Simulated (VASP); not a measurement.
Given:

```xyz
2
Lattice="2.8634 0.0000 0.0000 0.0000 2.8634 0.0000 0.0000 0.0000 2.8634" Properties=species:S:1:pos:R:3 pbc="T T T"
Cr     0.0000     0.0000     0.0000
Cr     1.4317     1.4317     1.4317
```
Starting moments (μB, in the order of the record's atoms Cr Cr): 1.5 -1.5.

Calculation: PBE GGA, VASP's PBE PAW potentials (set 64) (plane waves; VASP). Run with PREC = Normal, EDIFF = 1E-5, 400 eV cut-off, 16×16×16 Γ-centred mesh, first-order Methfessel-Paxton smearing of 0.10 eV, potentials Cr_pv.

Q: Give the stress tensor in GPa (positive for a compressed cell).

A: 
```
-1.18   0.00   0.00
 0.00  -1.18   0.00
 0.00   0.00  -1.18
```
The pressure is its mean diagonal, -1.18 GPa.

The compound is Cr in the bcc, AFM order structure. It was relaxed first.
